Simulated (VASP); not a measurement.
Computed with r2SCAN+rVV10, VASP's PBE PAW potentials (set 64) (plane waves; VASP 6.6.1).

VASP ran on this input.

**KPOINTS**
```
Regular mesh
0
G
7 7 7
0 0 0
```

POSCAR:
```
CdF2
1.0
  0.0000000000   2.6625536306   2.6625536306
  2.6625536306   0.0000000000   2.6625536306
  2.6625536306   2.6625536306   0.0000000000
Cd F
1 2
direct
  0.0000000000   0.0000000000   0.0000000000
  0.2500000000   0.2500000000   0.2500000000
  0.7500000000   0.7500000000   0.7500000000
```

**INCAR**
```
SYSTEM = CdF2
PREC = Accurate; ENCUT = 520; LREAL = .FALSE.
LASPH = .TRUE.
EDIFF = 1E-7; NELM = 100; ALGO = Normal
LMAXMIX = 4; LMIXTAU = .TRUE.
ISMEAR = 0; SIGMA = 0.05
METAGGA = R2SCAN; LUSE_VDW = .TRUE.; BPARAM = 11.95
CPARAM = 0.0093
ISIF = 2
LWAVE = .FALSE.; LCHARG = .FALSE.
```

POTCAR, in this order: Cd F (PBE.64 set). Program: vasp_std.

What VASP printed:

File OSZICAR:
```
       N       E                     dE             d eps       ncg     rms          rms(c)
DAV:   1     0.178652418006E+03    0.17865E+03   -0.16101E+04   688   0.159E+03
DAV:   2    -0.332011700034E+02   -0.21185E+03   -0.20616E+03   782   0.389E+02
DAV:   3    -0.421158296489E+02   -0.89147E+01   -0.88989E+01   737   0.920E+01
DAV:   4    -0.421562655466E+02   -0.40436E-01   -0.40431E-01   741   0.607E+00
DAV:   5    -0.421564068186E+02   -0.14127E-03   -0.14127E-03   762   0.339E-01    0.947E+00
DAV:   6    -0.325249194055E+02    0.96315E+01   -0.50164E+00   688   0.479E+01    0.108E+01
DAV:   7    -0.326789985643E+02   -0.15408E+00   -0.23572E+00   689   0.169E+01    0.503E+00
DAV:   8    -0.337115394483E+02   -0.10325E+01   -0.57842E-01   680   0.109E+01    0.255E+00
DAV:   9    -0.324676735485E+02    0.12439E+01   -0.39379E-01   680   0.748E+00    0.672E-01
DAV:  10    -0.327695697890E+02   -0.30190E+00   -0.43470E-01   680   0.688E+00    0.300E-01
DAV:  11    -0.328150639815E+02   -0.45494E-01   -0.12847E-02   684   0.160E+00    0.166E-01
DAV:  12    -0.328149269350E+02    0.13705E-03   -0.21270E-02   680   0.180E+00    0.314E-01
DAV:  13    -0.328294912934E+02   -0.14564E-01   -0.63612E-03   680   0.102E+00    0.699E-02
DAV:  14    -0.328298378521E+02   -0.34656E-03   -0.25914E-04   710   0.185E-01    0.381E-02
DAV:  15    -0.328300158297E+02   -0.17798E-03   -0.10337E-04   690   0.115E-01    0.135E-02
DAV:  16    -0.328299996016E+02    0.16228E-04   -0.63405E-05   685   0.903E-02    0.921E-03
DAV:  17    -0.328300524435E+02   -0.52842E-04   -0.24773E-05   683   0.564E-02    0.154E-03
DAV:  18    -0.328300480664E+02    0.43771E-05   -0.94114E-07   704   0.126E-02    0.124E-03
DAV:  19    -0.328300499538E+02   -0.18873E-05   -0.25623E-07   595   0.653E-03    0.665E-04
DAV:  20    -0.328300487039E+02    0.12499E-05   -0.40389E-08   478   0.242E-03    0.158E-04
DAV:  21    -0.328300488563E+02   -0.15244E-06   -0.30234E-09   347   0.597E-04    0.557E-05
DAV:  22    -0.328300487883E+02    0.68015E-07   -0.42987E-10   345   0.247E-04
   1 F= -.32830049E+02 E0= -.32830049E+02  d E =-.164000E-11
```

**OUTCAR**
```
------------------------ aborting loop because EDIFF is reached ----------------------------------------
  FORCE on cell =-STRESS in cart. coord.  units (eV):
  Direction    XX          YY          ZZ          XY          YZ          ZX
  --------------------------------------------------------------------------------------
  Total        0.9742721      0.9742721      0.9742721      0.0000000      0.0000000      0.0000000
  in kB       41.3490730     41.3490730     41.3490730      0.0000000      0.0000000      0.0000000
  external PRESSURE =      41.3490730 kB  Pullay stress =       0.0000000 kB
  volume of cell :       37.75
      direct lattice vectors                 reciprocal lattice vectors
     0.000000000  2.662553631  2.662553631    -0.187789645  0.187789645  0.187789645
     2.662553631  0.000000000  2.662553631     0.187789645 -0.187789645  0.187789645
     2.662553631  2.662553631  0.000000000     0.187789645  0.187789645 -0.187789645
 POSITION                                       TOTAL-FORCE (eV/Angst)
 -----------------------------------------------------------------------------------
      0.00000      0.00000      0.00000         0.000000      0.000000     -0.000000
      1.33128      1.33128      1.33128         0.000000      0.000000     -0.000000
      3.99383      3.99383      3.99383        -0.000000     -0.000000      0.000000
 -----------------------------------------------------------------------------------
    total drift:                                0.000000      0.000000      0.000000
  FREE ENERGIE OF THE ION-ELECTRON SYSTEM (eV)
  ---------------------------------------------------
  free  energy   TOTEN  =       -32.8300487883 eV

  energy  without entropy=      -32.8300487883  energy(sigma->0) =      -32.83004879
```
(Selected blocks of OUTCAR.)

The compound is CdF2 in the fluorite structure. This cell is one point of a volume scan, at 0.97 of the reference volume.
